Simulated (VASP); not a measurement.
# GaB (P4/mmm) in VASP: notebook

Aim: see how the results for GaB move with the level of theory and the settings. Levels: BLYP, AM05, PW91, r2SCAN. Tasks: band structure.

Program: VASP 6.6.1. These are calculated values, not measurements. Logs are shortened: lines on timing, memory, paths and dates and some standing lists are left out, and cuts for length are marked.

## 1. The structure

It takes space group P4/mmm (No. 123, tetragonal). Conventional cell: a = 2.718 Å, b = 2.718 Å, c = 3.236 Å, α = 90.00°, β = 90.00°, γ = 90.00°. Ga (site symmetry 4/mmm) is surrounded by 8 B at 2.51 Å and 4 Ga at 2.72 Å. B (site symmetry 4/mmm) is surrounded by 8 Ga at 2.51 Å and 4 B at 2.72 Å.

The cell was built by a generator and needn't be a form met in nature.

## 2. Band structure, BLYP

Contents of POSCAR:

```
GaB
1.0
    2.7182400000      0.0000000000      0.0000000000
    0.0000000000      2.7182400000      0.0000000000
    0.0000000000      0.0000000000      3.2362100000
Ga B
1 1
Direct
    0.5000000000      0.5000000000      0.5000000000
    0.0000000000      0.0000000000      0.0000000000
```

Contents of INCAR.step1:

```
PREC     = Accurate       # precision mode
ENCUT    = 520            # plane-wave cutoff, eV
EDIFF    = 1E-6           # SCF threshold, eV
ISMEAR   = -1             # smearing method
SIGMA    = 0.05           # smearing width, eV
LREAL    = False          # projectors in reciprocal space
LASPH    = True           # aspherical terms in the spheres
NELM     = 60             # most SCF steps
ALGO     = Normal         # electronic algorithm
ISIF     = 2              # what is computed and relaxed
LWAVE    = False          # write WAVECAR
LCHARG   = True           # write CHGCAR
GGA      = B5             # functional
ALDAX    = 1.0          
AGGAX    = 1.0          
AGGAC    = 1.0          
ALDAC    = 0.0
```

Contents of KPOINTS.step1:

```
regular mesh
0
Gamma
  10 10 8
```

Contents of INCAR.step2:

```
PREC     = Accurate       # precision mode
ENCUT    = 520            # plane-wave cutoff, eV
EDIFF    = 1E-6           # SCF threshold, eV
ISMEAR   = 0              # smearing method
SIGMA    = 0.05           # smearing width, eV
LREAL    = False          # projectors in reciprocal space
LASPH    = True           # aspherical terms in the spheres
NELM     = 60             # most SCF steps
ALGO     = Normal         # electronic algorithm
ISIF     = 2              # what is computed and relaxed
LWAVE    = False          # write WAVECAR
LCHARG   = False          # write CHGCAR
GGA      = B5             # functional
ALDAX    = 1.0          
AGGAX    = 1.0          
AGGAC    = 1.0          
ALDAC    = 0.0          
ICHARG   = 11             # starting density
```

Contents of KPOINTS.step2:

```
path GXMGZRAZ,XR,MA
20
line-mode
reciprocal
 0.0000000000  0.0000000000  0.0000000000  G
 0.0000000000  0.5000000000  0.0000000000  X

 0.0000000000  0.5000000000  0.0000000000  X
 0.5000000000  0.5000000000  0.0000000000  M

 0.5000000000  0.5000000000  0.0000000000  M
 0.0000000000  0.0000000000  0.0000000000  G

 0.0000000000  0.0000000000  0.0000000000  G
 0.0000000000  0.0000000000  0.5000000000  Z

 0.0000000000  0.0000000000  0.5000000000  Z
 0.0000000000  0.5000000000  0.5000000000  R

 0.0000000000  0.5000000000  0.5000000000  R
 0.5000000000  0.5000000000  0.5000000000  A

 0.5000000000  0.5000000000  0.5000000000  A
 0.0000000000  0.0000000000  0.5000000000  Z

 0.0000000000  0.5000000000  0.0000000000  X
 0.0000000000  0.5000000000  0.5000000000  R

 0.5000000000  0.5000000000  0.0000000000  M
 0.5000000000  0.5000000000  0.5000000000  A
```

Potentials or basis: VASP PAW PBE potentials, release 64 (Ga_d, B).

Started as:

```bash
$ cat potpaw_PBE.64/Ga_d/POTCAR potpaw_PBE.64/B/POTCAR > POTCAR
$ cp INCAR.step1 INCAR
$ cp KPOINTS.step1 KPOINTS
$ mpirun -np 1 vasp_std > vasp.out
$ cp INCAR.step2 INCAR
$ cp KPOINTS.step2 KPOINTS
$ mpirun -np 1 vasp_std > vasp.out
```

OUTCAR:

```text
PREC = Accurate
   ENCUT = 520
   EDIFF = 1E-6
   ISMEAR = 0
   LREAL = False
   LASPH = True
   NELM = 60
   ISIF = 2
   GGA = B5
   ICHARG = 11

 ion  position               nearest neighbor table
   1  0.500  0.500  0.500-   2 2.51   2 2.51   2 2.51   2 2.51   2 2.51   2 2.51   2 2.51   2 2.51

   2  0.000  0.000  0.000-   1 2.51   1 2.51   1 2.51   1 2.51   1 2.51   1 2.51   1 2.51   1 2.51

  LATTYP: Found a simple tetragonal cell.
 ALAT       =     2.7182400000
 C/A-ratio  =     1.1905534463

  Lattice vectors:

 A1 = (   2.7182400000,   0.0000000000,   0.0000000000)
 A2 = (   0.0000000000,   2.7182400000,   0.0000000000)
 A3 = (   0.0000000000,   0.0000000000,   3.2362100000)

Analysis of symmetry for initial positions (statically):
=====================================================================
 Subroutine PRICEL returns:
 Original cell was already a primitive cell.

 Routine SETGRP: Setting up the symmetry group for a
 simple tetragonal supercell.

 Subroutine GETGRP returns: Found 16 space group operations
 (whereof 16 operations were pure point group operations)
 out of a pool of 16 trial point group operations.

The static configuration has the point symmetry D_4h.

Analysis of symmetry for dynamics (positions and initial velocities):
=====================================================================
 Subroutine PRICEL returns:
 Original cell was already a primitive cell.

 Routine SETGRP: Setting up the symmetry group for a
 simple tetragonal supercell.

 Subroutine GETGRP returns: Found 16 space group operations
 (whereof 16 operations were pure point group operations)
 out of a pool of 16 trial point group operations.

The dynamic configuration has the point symmetry D_4h.

 Subroutine INISYM returns: Found 16 space group operations
 (whereof 16 operations are pure point group operations),
 and found     1 'primitive' translations

----------------------------------------------------------------------------------------

                                     Primitive cell

  volume of cell :      23.9118

  direct lattice vectors                    reciprocal lattice vectors
     2.718240000  0.000000000  0.000000000     0.367885102  0.000000000  0.000000000
     0.000000000  2.718240000  0.000000000     0.000000000  0.367885102  0.000000000
     0.000000000  0.000000000  3.236210000     0.000000000  0.000000000  0.309003433

  length of vectors
     2.718240000  2.718240000  3.236210000     0.367885102  0.367885102  0.309003433

  position of ions in fractional coordinates (direct lattice)
     0.500000000  0.500000000  0.500000000
     0.000000000  0.000000000  0.000000000

  ion indices of the primitive-cell ions
   primitive index   ion index
                 1           1
                 2           2

----------------------------------------------------------------------------------------

 KPOINTS: path GXMGZRAZ,XR,MA

Interpolating k-points between supplied coordinates.

 Line segments in fractional coordinates (reciprocal lattice):
    0.000000  0.000000  0.000000  ...  0.000000  0.500000  0.000000
    0.000000  0.500000  0.000000  ...  0.500000  0.500000  0.000000
    0.500000  0.500000  0.000000  ...  0.000000  0.000000  0.000000
    0.000000  0.000000  0.000000  ...  0.000000  0.000000  0.500000
    0.000000  0.000000  0.500000  ...  0.000000  0.500000  0.500000
    0.000000  0.500000  0.500000  ...  0.500000  0.500000  0.500000
    0.500000  0.500000  0.500000  ...  0.000000  0.000000  0.500000
    0.000000  0.500000  0.000000  ...  0.000000  0.500000  0.500000
    0.500000  0.500000  0.000000  ...  0.500000  0.500000  0.500000

 Generated    20 points on each line segment, for a total of    180 k-points:

 Following reciprocal coordinates:
            Coordinates               Weight
  0.000000  0.000000  0.000000      0.005556
  0.000000  0.026316  0.000000      0.005556
  0.000000  0.052632  0.000000      0.005556
  0.000000  0.078947  0.000000      0.005556
  0.000000  0.105263  0.000000      0.005556
[... 42 lines left out ...]
  ---------------------------------------------------
  free energy    TOTEN  =        -5.09357820 eV

  energy without entropy =       -5.09283579  energy(sigma->0) =       -5.09320700

 E-fermi :   7.3641     XC(G=0): -11.3064

 val. band max:        7.3427428081   @ k =   0.3684   0.5000   0.0000
 cond. band min:       7.3747221792   @ k =   0.5000   0.5000   0.3947
 fundamental gap:      0.0319793711
 Fermi energy:         7.3640739573

 k-point     1 :       0.0000    0.0000    0.0000
  band No.  band energies     occupation
      1      -8.1345      2.00000
      2      -7.9706      2.00000
      3      -7.6685      2.00000
      4      -7.6685      2.00000
      5      -7.6239      2.00000
      6      -5.9066      2.00000
      7       5.6349      2.00000
      8       9.1448      0.00000
      9       9.9196      0.00000
     10       9.9196      0.00000
     11      16.7732      0.00000
     12      17.2664      0.00000

 k-point     2 :       0.0000    0.0263    0.0000
  band No.  band energies     occupation
      1      -8.1327      2.00000
      2      -7.9695      2.00000
      3      -7.6701      2.00000
      4      -7.6684      2.00000
      5      -7.6250      2.00000
      6      -5.8934      2.00000
      7       5.6491      2.00000
      8       9.1270      0.00000
      9       9.8425      0.00000
     10       9.9308      0.00000
     11      16.8120      0.00000
     12      17.3224      0.00000

 k-point     3 :       0.0000    0.0526    0.0000
  band No.  band energies     occupation
      1      -8.1274      2.00000
      2      -7.9661      2.00000
      3      -7.6747      2.00000
      4      -7.6680      2.00000
      5      -7.6283      2.00000
      6      -5.8537      2.00000
      7       5.6917      2.00000
      8       9.0348      0.00000
      9       9.6680      0.00000
     10       9.9644      0.00000
     11      16.8969      0.00000
     12      17.4933      0.00000
[... 286 lines left out ...]
 k-point    23 :       0.0526    0.5000    0.0000
  band No.  band energies     occupation
      1      -7.9901      2.00000
      2      -7.8860      2.00000
      3      -7.7912      2.00000
      4      -7.7161      2.00000
      5      -7.6545      2.00000
      6      -1.1373      2.00000
      7      -0.8119      2.00000
      8       9.1555      0.00000
      9      11.8889      0.00000
     10      12.6350      0.00000
     11      12.9311      0.00000
     12      12.9824      0.00000

 k-point    24 :       0.0789    0.5000    0.0000
  band No.  band energies     occupation
      1      -7.9757      2.00000
      2      -7.8840      2.00000
      3      -7.8029      2.00000
      4      -7.7127      2.00000
      5      -7.6606      2.00000
      6      -1.0677      2.00000
      7      -0.7497      2.00000
      8       9.1898      0.00000
      9      11.5567      0.00000
     10      12.5808      0.00000
     11      13.0086      0.00000
     12      13.0623      0.00000

 [... further k-points ...]

------------------------ aborting loop because EDIFF is reached ----------------------------------------

  FORCE on cell =-STRESS in cart. coord.  units (eV):
  Direction    XX          YY          ZZ          XY          YZ          ZX
  --------------------------------------------------------------------------------------
  -------------------------------------------------------------------------------------
  Total        3.9511906      3.9511906     -1.0653222      0.0000000     -0.0000000     -0.0000000
  in kB      264.7440872    264.7440872    -71.3804472      0.0000000     -0.0000000     -0.0000000
  external PRESSURE =     152.7025757 kB  Pullay stress =       0.0000000 kB

 VOLUME and BASIS-vectors are now :
 -----------------------------------------------------------------------------
  energy-cutoff  :      520.00
  volume of cell :       23.91
      direct lattice vectors                 reciprocal lattice vectors
     2.718240000  0.000000000  0.000000000     0.367885102  0.000000000  0.000000000
     0.000000000  2.718240000  0.000000000     0.000000000  0.367885102  0.000000000
     0.000000000  0.000000000  3.236210000     0.000000000  0.000000000  0.309003433

 POSITION                                       TOTAL-FORCE (eV/Angst)
 -----------------------------------------------------------------------------------
      1.35912      1.35912      1.61810         0.000000      0.000000      0.000000
      0.00000      0.00000      0.00000         0.000000      0.000000      0.000000
 -----------------------------------------------------------------------------------
    total drift:                                0.000000      0.000000      0.000000

  FREE ENERGIE OF THE ION-ELECTRON SYSTEM (eV)
  ---------------------------------------------------
  free  energy   TOTEN  =        -5.0935782048 eV

  energy  without entropy=       -5.0928357882  energy(sigma->0) =       -5.09320700
```

Run time: 66 s. Hardware: 1 thread of AMD EPYC 7R13 (Zen 3), shared host; peak memory 0.13 GiB.

Results:

```
Band gap along the path : none (metal or under the smearing width)
```

Levels at the corners of the path, in eV from the Fermi level:
```
point  band 5  band 6  band 7  band 8  band 9  band 10  band 11  band 12
    Γ  -14.93  -13.21   -1.67    1.84    2.62     2.62     9.47     9.96
    X  -14.95   -8.50   -8.17    1.82    4.90     5.37     5.53     5.61
    X  -14.95   -8.50   -8.17    1.82    4.90     5.37     5.53     5.61
    M  -14.78   -4.34   -4.34   -3.53   -1.99     3.11     7.61     7.61
    M  -14.78   -4.34   -4.34   -3.53   -1.99     3.11     7.61     7.61
    Γ  -14.93  -13.21   -1.67    1.84    2.62     2.62     9.47     9.96
    Γ  -14.93  -13.21   -1.67    1.84    2.62     2.62     9.47     9.96
    Z  -14.93   -9.88   -9.69    4.20    4.20     7.65     9.57     9.57
    Z  -14.93   -9.88   -9.69    4.20    4.20     7.65     9.57     9.58
    R  -14.87   -5.30   -5.14   -5.04   -4.29     5.26    10.02    11.82
    R  -14.87   -5.30   -5.14   -5.04   -4.29     5.26    10.02    11.82
    A  -14.78   -2.12   -1.22   -1.22   -0.30     0.25     0.25     1.04
    A  -14.78   -2.12   -1.22   -1.22   -0.30     0.25     0.25     1.04
    Z  -14.93   -9.88   -9.69    4.20    4.20     7.65     9.57     9.57
    X  -14.95   -8.50   -8.17    1.82    4.90     5.37     5.53     5.61
    R  -14.87   -5.30   -5.14   -5.04   -4.29     5.26    10.02    11.82
    M  -14.78   -4.34   -4.34   -3.53   -1.99     3.11     7.61     7.61
    A  -14.78   -2.12   -1.22   -1.22   -0.30     0.25     0.25     1.04
```

Caveat: the log is that of the step along the path at fixed density, whose energy, stress, charges and moments have no meaning; the PAW data sets were made with another functional, which shifts forces and pressure a little.

(Continued in part 2 of 2.)
